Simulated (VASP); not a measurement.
## CmSe2 with r2SCAN: from relaxation to properties

What structure does CmSe2 take at this level, and what are its properties? The steps: full relaxation (r2SCAN), second relaxation, density, ELF and potential (r2SCAN), bands along the symmetry lines (r2SCAN) and total and projected DOS (r2SCAN). Left out of this account: 1 further run (orbitals: starting orbitals for a run that is left out). The start is a cell from a database of measured crystal structures.

Program: VASP 6.6.1. Level of theory: r2SCAN, spin-polarised from a ferromagnetic start; plane waves and PAW (Cm, Se). Results are calculated unless marked as measured.

This is a report of a sequence of runs, with most program output left out.

## Step 1: Starting point

Before any relaxation, the start is as follows. It takes space group P4/nmm (No. 129, tetragonal). The conventional cell has a = 4.096 Å, b = 4.096 Å, c = 8.369 Å, α = 90.00°, β = 90.00°, γ = 90.00°. Nearest to Cm lie 9 Se at 3.01 to 3.05 Å. Nearest to Se lie 5 Cm at 3.01 Å. Nearest to Se lie 4 Se at 2.90 Å and 4 Cm at 3.05 Å. Farther neighbours and most contacts between anions are not listed.

Coordinates:

```cif
data_structure
_symmetry_space_group_name_H-M 'P 1'
_symmetry_Int_Tables_number 1
_cell_length_a 4.0960
_cell_length_b 4.0960
_cell_length_c 8.3690
_cell_angle_alpha 90.000
_cell_angle_beta 90.000
_cell_angle_gamma 90.000
_cell_volume 140.41
loop_
_atom_site_label
_atom_site_type_symbol
_atom_site_fract_x
_atom_site_fract_y
_atom_site_fract_z
_atom_site_occupancy
Cm1 Cm 0.00000 0.50000 0.73000 1
Cm2 Cm 0.50000 0.00000 0.27000 1
Se3 Se 0.00000 0.50000 0.37000 1
Se4 Se 0.50000 0.00000 0.63000 1
Se5 Se 0.50000 0.50000 0.00000 1
Se6 Se 0.00000 0.00000 0.00000 1
```

## Step 2: Full relaxation (r2SCAN)

The start need not lie at this functional's minimum. ISIF = 3 frees volume, shape and positions, and EDIFFG sets the threshold on forces and stress at which the search stops. r2SCAN adds the kinetic-energy density, costs more than a GGA and is run with LASPH.

File INCAR:

```
SYSTEM = CmSe2
PREC = Accurate
ENCUT = 400
EDIFF = 1E-06
NELM = 150
ISMEAR = 0
SIGMA = 0.05
LREAL = .FALSE.
ALGO = Normal
METAGGA = R2SCAN
LASPH = .TRUE.
NBANDS = 40
ISPIN = 2
MAGMOM = 7 7 0 0 0 0
LMAXMIX = 6
AMIX = 0.2
BMIX = 1E-04
AMIX_MAG = 0.8
BMIX_MAG = 1E-04
LORBIT = 11
LWAVE = .FALSE.
LCHARG = .FALSE.
KPAR = 2
IBRION = 2
NSW = 60
ISIF = 3
EDIFFG = -0.01
```

File POSCAR:

```
CmSe2
1.0
    4.0960000000      0.0000000000      0.0000000000
    0.0000000000      4.0960000000      0.0000000000
    0.0000000000      0.0000000000      8.3690000000
Cm Se
2 4
Direct
    0.0000000000      0.5000000000      0.7300000000
    0.5000000000      0.0000000000      0.2700000000
    0.0000000000      0.5000000000      0.3700000000
    0.5000000000      0.0000000000      0.6300000000
    0.5000000000      0.5000000000      0.0000000000
    0.0000000000      0.0000000000      0.0000000000
```

File KPOINTS:

```
Automatic mesh
0
Gamma
7 7 4
0 0 0
```

The projector-augmented-wave data sets are Cm and Se (PBE family, release 64).

Started as:

```
$ mpirun -np 2 vasp_std
```

It took 28 min on 2 MPI ranks of Intel Xeon 6975P-C (Granite Rapids), shared host; peak memory 0.82 GiB.

The magnetic state follows from one typed start and may not be the lowest. The k-mesh is coarse for a metal. Without U or exact exchange the f electrons of Cm come out too delocalised, which can shrink the cell and pin f bands at the Fermi level. The PAW data sets were made with PBE, which is usual practice but a small mismatch for other functionals. The run keeps the 16 symmetry operations of its start, so it cannot find a distortion of lower symmetry.

Step by step:

```tsv
step	energy less that of the first step (eV)	largest force (eV/Å)	pressure (GPa)	volume (Å³)
1	0.0000	0.3557	1.54	140.41
2	-0.0180	0.1375	-1.09	145.04
3	-0.0218	0.1990	-0.32	143.65
4	-0.0257	0.0811	-0.08	143.22
5	-0.0263	0.0315	0.03	142.99
6	-0.0267	0.0112	0.02	143.03
7	-0.0268	0.0097	-0.01	143.07
```

```tsv
conventional cell, symmetrised	before	after	change
a (Å)	4.096	4.114	+0.4 %
b (Å)	4.096	4.114	+0.4 %
c (Å)	8.369	8.454	+1.0 %
volume (Å³/atom)	23.40	23.84	+1.9 %
```

The atoms that moved most (Å, as changes of fractional coordinates times the final cell):

```tsv
atom	dx	dy	dz	length
Cm1	0.000	0.000	-0.034	0.034
Cm2	0.000	0.000	0.034	0.034
Se3	0.000	0.000	-0.010	0.010
Se4	0.000	0.000	0.010	0.010
```

Final coordinates:

```cif
data_structure
_symmetry_space_group_name_H-M 'P 1'
_symmetry_Int_Tables_number 1
_cell_length_a 4.1139
_cell_length_b 4.1139
_cell_length_c 8.4536
_cell_angle_alpha 90.000
_cell_angle_beta 90.000
_cell_angle_gamma 90.000
_cell_volume 143.07
loop_
_atom_site_label
_atom_site_type_symbol
_atom_site_fract_x
_atom_site_fract_y
_atom_site_fract_z
_atom_site_occupancy
Cm1 Cm 0.00000 0.50000 0.72593 1
Cm2 Cm 0.50000 0.00000 0.27407 1
Se3 Se 0.00000 0.50000 0.36886 1
Se4 Se 0.50000 0.00000 0.63114 1
Se5 Se 0.50000 0.50000 0.00000 1
Se6 Se 0.00000 0.00000 0.00000 1
```

This step gave:

```yaml
electrons: 60
bands: 40
irreducible_k_points: 30
symmetry_operations: 16
free_energy_toten: -257.0244 eV
energy_at_zero_smearing: -257.0236 eV
fermi_energy: 7.343 eV
pressure: -0.009588 GPa
moment_of_the_cell_from_the_last_line_of_the_log: 13.98 μB
metallic: yes
scf_cycles_over_all_ionic_steps: 106
```

Spin moment in the PAW sphere by atom:

```tsv
atom	spin moment in the PAW sphere (μB)
Cm1	6.55
Cm2	6.55
Se3	-0.04
Se4	-0.04
Se5	-0.02
Se6	-0.02
```

It ends with a largest force of 0.010 eV/Å and a pressure of -0.01 GPa. The volume lies +1.9 % from that of the database's start.

## Step 3: Second relaxation

The basis stayed that of the start cell while the cell moved. A rerun from the cell reached resets it; the error of the finite cutoff stays. The mesh changes with the cell too.

INCAR is that of step 2.

File POSCAR:

```
CmSe2
1.0
    4.1138697932      0.0000000000      0.0000000000
    0.0000000000      4.1138697932      0.0000000000
    0.0000000000      0.0000000000      8.4536416848
Cm Se
2 4
Direct
    0.0000000000      0.5000000000      0.7259318029
    0.5000000000      0.0000000000      0.2740681971
    0.0000000000      0.5000000000      0.3688611426
    0.5000000000      0.0000000000      0.6311388574
    0.5000000000      0.5000000000      0.0000000000
    0.0000000000      0.0000000000      0.0000000000
```

File KPOINTS:

```
Automatic mesh
0
Gamma
7 7 3
0 0 0
```

Started as:

```
$ mpirun -np 2 vasp_std
```

It took 6.6 min on 2 MPI ranks; peak memory 0.68 GiB; 13 min of CPU time.

Little changed from the start: no atom moved by 0.005 Å and no cell edge by 0.1 %.

This step gave:

| Item | Value |
| --- | --- |
| irreducible k-points | 20 |
| free energy (TOTEN) | -257.0263 eV |
| energy at zero smearing | -257.0255 eV |
| Fermi energy | 7.344 eV |
| pressure | 8.14e-4 GPa |
| moment of the cell, from the last line of the log | 13.97 μB |
| SCF cycles over all ionic steps | 38 |

It ends with a largest force of 0.007 eV/Å and a pressure of 0.00 GPa. The volume moved by only 0.02 %, so the volume is settled.

## Step 4: Density, ELF and potential (r2SCAN)

A single point on the relaxed cell gives a clean self-consistent state, with density, ELF and potential written out.

Changes to INCAR since step 3:

```diff
@@ -21,7 +21,5 @@
 LWAVE = .FALSE.
-LCHARG = .FALSE.
-KPAR = 2
-IBRION = 2
-NSW = 60
-ISIF = 3
-EDIFFG = -0.01
+LCHARG = .TRUE.
+ISIF = 2
+LELF = .TRUE.
+LVHAR = .TRUE.
```

File POSCAR:

```
CmSe2
1.0
    4.1145536129      0.0000000000      0.0000000000
    0.0000000000      4.1145536129      0.0000000000
    0.0000000000      0.0000000000      8.4492950962
Cm Se
2 4
Direct
    0.0000000000      0.5000000000      0.7260808710
    0.5000000000      0.0000000000      0.2739191290
    0.0000000000      0.5000000000      0.3688246974
    0.5000000000      0.0000000000      0.6311753026
    0.5000000000      0.5000000000      0.0000000000
    0.0000000000      0.0000000000      0.0000000000
```

KPOINTS is that of step 3.

Started as:

```
$ mpirun -np 2 vasp_std
```

Run time: 5.2 min. Hardware: 2 MPI ranks; peak memory 0.44 GiB; 10 min of CPU time.

With spin, VASP writes an ELF for each channel.

This step gave:

```yaml
scf_cycles: 31
energy_at_zero_smearing: -257.0254 eV
fermi_energy: 7.345 eV
pressure: 0.01176 GPa
```

Valence electrons inside each PAW sphere by angular momentum. Sphere charges, by row:

```tsv
atom	s (e)	p (e)	d (e)	f (e)	tot (e)
Cm1	2.129	6.332	0.624	7.012	16.1
Cm2	2.129	6.332	0.624	7.012	16.1
Se3	1.435	2.512	0.017	0	3.964
Se4	1.435	2.512	0.017	0	3.964
Se5	1.498	2.298	0.042	0	3.838
Se6	1.498	2.298	0.042	0	3.838
```

Spin density in the ac plane at fractional y = 0.000, with atoms of Cm and Se within 0.2 Å of it.

Ten even steps from '_' (0.0 e/Å³) to '@' (4.6 e/Å³), each cell a mean:
```
____________________________
____________________________
____________________________
____________________________
____________________________
____________________________
____________________________
____________________________
____________________________
____________________________
____________________________
____________________________
____________________________
____________________________
____________....____________
__________::====--..________
________..==%%@@**--..______
________::==%%@@##==..______
________..--++**==::________
____________..::..__________
____________________________
____________________________
____________________________
____________________________
```
Columns run along a (4.1 Å), rows up along c (8.4 Å). Atoms in or near the plane, at fractional coordinates: Cm at (0.50, 0.27), Se at (0.50, 0.63), Se at (0.00, 0.00).

Electrostatic potential energy in the ac plane at fractional y = 0.000, with atoms of Cm and Se within 0.2 Å of it. With pseudopotentials it is smooth inside the atoms' cores, unlike the true potential.

Ten even steps from '0' (-88 eV) to '9' (4 eV), each cell a mean:
```
54589999999745
45799999999865
88999999999998
99999999999999
99999999999999
99999999999999
99999765689999
99997545458999
99996467548999
99997445458999
99999755689999
99999988999999
99999999999999
99999988999999
99998766788999
99987411258899
99985100026899
99985100016899
99986300147899
99998755678999
99999888889999
67899999999986
44689999999854
75479999999746
```
Columns run along a (4.1 Å; values clipped at the 3rd and 97th percentile), rows up along c (8.4 Å). Atoms in or near the plane, at fractional coordinates: Cm at (0.50, 0.27), Se at (0.50, 0.63), Se at (0.00, 0.00).

Valence density in the ac plane at fractional y = 0.000, with atoms of Cm and Se within 0.2 Å of it. It is the smooth field of the valence electrons, not physical close to the nuclei.

Ten steps, logarithmic in the rise over the least value, from '_' (-0.2 e/Å³) to '@' (6.0 e/Å³), each cell a mean:
```
==++**++==----------==++**++
****++==------------==++++**
++++====--------------==++++
======------------------====
----------------------------
--------====++++======------
------==++++++**++++====----
----====++**++++++**++==----
----====++**--__++**++==----
----====++**++==++**++==----
------==++++******++====----
--------====++++++====------
----------==========--------
----------==========--------
--------==++**##**++==------
------==**%%@@@@%%##++==----
------++##@@@@@@@@%%**==----
----==++##@@@@@@@@@@**==----
------==##%%@@@@@@%%**==----
========++**######**========
++==========++++==========++
**++++====--------====++++**
++****++==--------====++**++
..==**++==--------====++++==
```
Columns run along a (4.1 Å), rows up along c (8.4 Å). Atoms in or near the plane, at fractional coordinates: Cm at (0.50, 0.27), Se at (0.50, 0.63), Se at (0.00, 0.00).

In this run the pressure is 0.01 GPa, small enough to go on.

## Step 5: Bands along the symmetry lines (r2SCAN)

The mesh alone shows little of the dispersion and can miss band extrema, so KPOINTS_OPT adds a path through the symmetry points after the self-consistent cycle.

Changes to INCAR since step 4:

```diff
@@ -11,5 +11,5 @@
 LASPH = .TRUE.
-NBANDS = 40
+NBANDS = 50
 ISPIN = 2
-MAGMOM = 7 7 0 0 0 0
+MAGMOM = 6.544 6.544 -0.045 -0.045 -0.024 -0.024
 LMAXMIX = 6
@@ -21,5 +21,3 @@
 LWAVE = .FALSE.
-LCHARG = .TRUE.
-ISIF = 2
-LELF = .TRUE.
-LVHAR = .TRUE.
+LCHARG = .FALSE.
+KPAR = 2
```

POSCAR is that of step 4.

KPOINTS is that of step 4.

File KPOINTS_OPT:

```
Line mode
16
Line-mode
Reciprocal
  0.00000000   0.00000000   0.00000000 GAMMA
  0.00000000   0.50000000   0.00000000 X

  0.00000000   0.50000000   0.00000000 X
  0.50000000   0.50000000   0.00000000 M

  0.50000000   0.50000000   0.00000000 M
  0.00000000   0.00000000   0.00000000 GAMMA

  0.00000000   0.00000000   0.00000000 GAMMA
  0.00000000   0.00000000   0.50000000 Z

  0.00000000   0.00000000   0.50000000 Z
  0.00000000   0.50000000   0.50000000 R

  0.00000000   0.50000000   0.50000000 R
  0.50000000   0.50000000   0.50000000 A

  0.50000000   0.50000000   0.50000000 A
  0.00000000   0.00000000   0.50000000 Z

  0.00000000   0.50000000   0.00000000 X
  0.00000000   0.50000000   0.50000000 R

  0.50000000   0.50000000   0.00000000 M
  0.50000000   0.50000000   0.50000000 A
```

Started as:

```
$ mpirun -np 2 vasp_std
```

The job ended after 17 min (2 MPI ranks; peak memory 0.86 GiB).

Spin-orbit coupling is off here; with elements this heavy it splits and shifts levels by tenths of an eV or more.

This step gave:

```
SCF cycles          : 30
bands               : 50
free energy (TOTEN) : -257.0262 eV
Fermi energy        : 7.344 eV
pressure            : 0.02090 GPa
```

Spin up. Electronic bands along the path, in eV, zero at the Fermi level; # counts the bands kept:

```tsv
point	#22	#23	#24	#25	#26	#27	#28	#29
Γ	-1.06	-1.06	-1.03	-0.23	0.77	0.77	1.69	2.19
0.47 of the way	-2.05	-1.80	-1.04	-0.50	-0.42	1.21	1.93	2.16
X	-2.53	-2.50	-2.50	-1.95	-1.95	2.49	2.49	3.33
0.47 of the way	-2.70	-2.00	-2.00	0.18	0.18	2.24	2.24	3.69
M	-2.97	-2.15	-2.15	2.24	2.24	3.05	3.05	3.46
0.47 of the way	-2.66	-1.72	-1.67	-1.50	1.59	2.13	2.37	3.25
Γ	-1.06	-1.06	-1.03	-0.23	0.77	0.77	1.69	2.19
0.47 of the way	-1.59	-1.05	-1.05	-0.04	0.82	0.82	2.01	2.19
Z	-2.31	-1.03	-1.03	0.24	0.88	0.88	1.82	2.51
0.53 of the way	-2.18	-2.06	-1.60	-0.67	-0.31	1.65	1.74	1.92
R	-2.90	-2.24	-2.24	-1.18	-1.18	2.72	2.72	2.91
0.47 of the way	-2.66	-1.98	-1.98	0.26	0.26	2.37	2.37	3.38
A	-2.57	-2.26	-2.26	2.24	2.24	2.35	2.35	3.34
0.53 of the way	-2.26	-2.24	-1.90	-1.70	1.47	2.19	2.42	2.89
Z	-2.31	-1.03	-1.03	0.24	0.88	0.88	1.82	2.51
jump to X	-2.53	-2.50	-2.50	-1.95	-1.95	2.49	2.49	3.33
0.53 of the way	-2.81	-2.36	-2.36	-1.45	-1.45	2.68	2.68	2.96
R	-2.90	-2.24	-2.24	-1.18	-1.18	2.72	2.72	2.91
jump to M	-2.97	-2.15	-2.15	2.24	2.24	3.05	3.05	3.46
0.53 of the way	-2.77	-2.21	-2.21	2.24	2.24	2.89	2.89	3.21
A	-2.57	-2.26	-2.26	2.24	2.24	2.35	2.35	3.34
```

Of the projections kept (Cm, Se), the largest for each band there; the rest of the weight can lie on other orbitals:

```tsv
point	#22	#23	#24	#25	#26	#27	#28	#29
Γ	Se 0.69	Se 0.69	Se 0.86	Cm 0.87	Se 0.76	Se 0.76	Cm 0.78	Cm 0.58
X	Se 0.53	Se 0.56	Se 0.56	Se 0.59	Se 0.59	Cm 0.79	Cm 0.79	Cm 0.85
M	Cm 0.67	Se 0.59	Se 0.59	Se 0.87	Se 0.87	Cm 0.78	Cm 0.78	Cm 0.86
Γ	Se 0.69	Se 0.69	Se 0.86	Cm 0.87	Se 0.76	Se 0.76	Cm 0.78	Cm 0.58
Z	Se 0.57	Se 0.70	Se 0.70	Cm 0.89	Se 0.81	Se 0.81	Se 0.53	Cm 0.93
R	Se 0.58	Se 0.56	Se 0.56	Se 0.72	Se 0.72	Cm 0.87	Cm 0.87	Cm 0.75
```

Spin down. The electronic bands at the labelled points (eV, zero at the Fermi level; # counts the bands kept):

```tsv
point	#7	#8	#9	#10	#11	#12	#13	#14
Γ	-2.78	-1.82	-1.82	-1.01	0.48	0.76	0.76	1.52
0.47 of the way	-3.10	-2.48	-2.45	-1.28	-0.61	-0.49	1.21	1.52
X	-2.84	-2.84	-2.81	-2.81	-2.38	-2.38	1.57	1.57
0.47 of the way	-2.75	-2.75	-2.38	-2.38	0.02	0.02	1.60	1.60
M	-3.16	-3.16	-2.28	-2.28	1.52	1.52	1.54	1.54
0.47 of the way	-3.01	-2.93	-2.09	-1.87	-1.72	1.23	1.57	1.57
Γ	-2.78	-1.82	-1.82	-1.01	0.48	0.76	0.76	1.52
0.47 of the way	-2.79	-1.79	-1.79	-1.61	0.63	0.74	0.74	1.43
Z	-2.81	-2.52	-1.76	-1.76	0.71	0.71	0.94	1.18
0.53 of the way	-3.11	-2.47	-2.33	-2.01	-0.92	-0.60	1.23	1.54
R	-2.89	-2.89	-2.71	-2.71	-1.71	-1.71	1.56	1.56
0.47 of the way	-2.86	-2.86	-2.28	-2.28	0.03	0.03	1.63	1.63
A	-2.66	-2.66	-2.33	-2.33	1.52	1.52	1.58	1.58
0.53 of the way	-3.13	-2.49	-2.45	-2.10	-1.94	1.02	1.51	1.64
Z	-2.81	-2.52	-1.76	-1.76	0.71	0.71	0.94	1.18
jump to X	-2.84	-2.84	-2.81	-2.81	-2.38	-2.38	1.57	1.57
0.53 of the way	-2.87	-2.87	-2.77	-2.77	-1.94	-1.94	1.56	1.56
R	-2.89	-2.89	-2.71	-2.71	-1.71	-1.71	1.56	1.56
jump to M	-3.16	-3.16	-2.28	-2.28	1.52	1.52	1.54	1.54
0.53 of the way	-2.89	-2.89	-2.31	-2.31	1.52	1.52	1.56	1.56
A	-2.66	-2.66	-2.33	-2.33	1.52	1.52	1.58	1.58
```

Of the projections kept (Cm, Se), the largest for each band there; the rest of the weight can lie on other orbitals:

```tsv
point	#7	#8	#9	#10	#11	#12	#13	#14
Γ	Se 0.76	Se 0.79	Se 0.79	Se 0.92	Cm 0.87	Se 0.75	Se 0.75	Cm 0.97
X	Se 0.84	Se 0.84	Se 0.91	Se 0.91	Se 0.82	Se 0.82	Cm 0.99	Cm 0.99
M	Se 0.82	Se 0.82	Se 0.82	Se 0.82	Cm 0.75	Cm 0.75	Cm 0.98	Cm 0.98
Γ	Se 0.76	Se 0.79	Se 0.79	Se 0.92	Cm 0.87	Se 0.75	Se 0.75	Cm 0.97
Z	Se 0.75	Se 0.85	Se 0.80	Se 0.80	Se 0.68	Se 0.68	Cm 0.91	Cm 0.89
R	Se 0.87	Se 0.87	Se 0.85	Se 0.85	Se 0.83	Se 0.83	Cm 0.99	Cm 0.99
```

There is no gap at this level.

## Step 6: Total and projected DOS (r2SCAN)

A density of states needs more k-points than a total energy; ISMEAR = -5 takes tetrahedra, and LORBIT projects the states on the PAW spheres. The mesh is finer than in the run before.

Changes to INCAR since step 5:

```diff
@@ -5,3 +5,3 @@
 NELM = 150
-ISMEAR = 0
+ISMEAR = -5
 SIGMA = 0.05
@@ -23 +23,2 @@
 KPAR = 2
+NEDOS = 2001
```

POSCAR is that of step 5.

File KPOINTS:

```
Automatic mesh
0
Gamma
10 10 5
0 0 0
```

Started as:

```
$ mpirun -np 2 vasp_std
```

Run time: 18 min. Hardware: 2 MPI ranks; peak memory 1.1 GiB.

With tetrahedra the forces and stress of a metal are not exact derivatives of the energy.

Numbers from this step:

* SCF cycles: 32
* irreducible k-points: 63
* free energy (TOTEN): -257.0202 eV
* Fermi energy: 7.205 eV
* pressure: -0.001428 GPa
* moment of the cell, from the last line of the log: 13.90 μB
* DOS at the Fermi level: 0.9993 states/eV/cell

The density of states has structure finer than the step of the table below, so its rows give means over 0.5 eV, whole bins alone (the curve runs from -12.0 to 3.05 eV). Peaks (eV: height): total up -3.44: 53.8; total down -2.21: 4.74, 1.89: 30.2, 2.16: 21.5; Cm f up -3.44: 51.8; Cm f down 1.89: 27.5, 2.16: 20.2; Se p up -3.92: 2.25, -3.72: 1.77, -2.56: 1.66, -2.01: 1.39.

States under -12.0 eV and over 3.0 eV are left out. Table of density of states by energy, zero at the Fermi level; means over each step; values in states/eV/cell:

```tsv
energy (eV)	total up	total down	Cm f up	Cm f down	Se p up	Se p down	Cm d down
-7.5	0	0	0	0	0	0	0
-7.0	0.00224	0	0	0	9.1e-4	0	0
-6.5	0.446	0.346	0.00717	0.00113	0.181	0.146	0.00554
-6.0	0.764	0.578	0.0192	0.00239	0.296	0.245	0.0111
-5.5	1.82	1.33	0.0617	0.00608	0.651	0.519	0.0300
-5.0	1.44	1.68	0.101	0.00910	0.523	0.674	0.0394
-4.5	2.45	1.65	0.354	0.00999	0.802	0.659	0.0535
-4.0	7.42	2.03	4.04	0.0161	1.41	0.831	0.0818
-3.5	20.6	2.89	18.4	0.0323	0.794	1.23	0.146
-3.0	4.38	3.23	2.53	0.0704	0.727	1.44	0.194
-2.5	3.96	3.33	1.17	0.102	1.19	1.52	0.204
-2.0	2.97	2.66	0.533	0.125	1.13	1.28	0.116
-1.5	1.70	1.08	0.235	0.0597	0.720	0.543	0.0293
-1.0	1.14	0.604	0.105	0.0360	0.544	0.309	0.0131
-0.5	0.502	0.450	0.0269	0.0354	0.253	0.228	0.0103
0.0	0.514	0.470	0.0175	0.0530	0.243	0.233	0.0122
0.5	0.554	0.617	0.0124	0.105	0.265	0.290	0.0197
1.0	0.744	0.901	0.0126	0.284	0.351	0.294	0.0532
1.5	0.617	3.46	0.00943	2.67	0.260	0.126	0.127
2.0	1.23	20.4	0.0189	18.7	0.250	0.236	0.239
2.5	3.28	4.47	0.0380	3.64	0.176	0.434	0.0918
```

The finer mesh and the other smearing move the Fermi level by -0.14 eV from the 7×7×3 run, one measure of the sampling error in the zero of the bands above. Of the states within 0.3 eV of the Fermi level, the largest shares in the PAW spheres are Se p 48 % and Cm f 7 %. The rest lies in smaller channels or between the spheres.

## Step 7: Summary of results

| Quantity | Value |
| --- | --- |
| relaxed volume | 23.84 Å³/atom |
| relaxed conventional cell a, b, c | 4.115, 4.115, 8.449 Å |
| space group after relaxing, within 0.02 Å | P4/nmm (No. 129) |
| moment of the cell (10×10×5 mesh) | 13.9 μB |
| largest site moment (10×10×5 mesh) | 6.54 μB on Cm1 |
| band gap | none, a metal |
| DOS at the Fermi level | 0.999 states/eV/cell |

What this shows: With r2SCAN, CmSe2 relaxes to 23.84 Å³/atom in space group P4/nmm, comes out as a metal and keeps moments of up to 6.54 μB (10×10×5 mesh). Against the listed cell the volume lies +1.9 % (a +0.5 %, c +1.0 %). Bands along the symmetry lines (r2SCAN), spin up: Of the bands kept, 2 cross the Fermi level on this path. Bands along the symmetry lines (r2SCAN), spin down: Of the bands kept, 2 cross the Fermi level on this path. Spin-orbit coupling is left out, and with elements this heavy it would split and shift bands near the Fermi level. The k-sampling is coarse for a metal, so the Fermi level, moments, pressures and the shape of the cell carry errors. Only the typed magnetic starts were tried, so the magnetic ground state may differ and with it the other results. No search among competing phases was made, and a listed structure need not be the one stable at ambient conditions. All values are for a static lattice at zero temperature.

[Lines on the potential files, build, host, timing and source positions are cut from VASP's logs without a mark.]

[Logs are printed without paths, hosts, clocks, repeated set-up lines and the standing remarks that a program may print on its own settings, such as how far it seeks lower states.]

[Hosts, paths, dates, database ids (printed as entryN), source tags and the programs' standing remarks are cut or masked in the printed files.]

[A measured line is paired with the nearest computed mode of its activity, which favours agreement.]
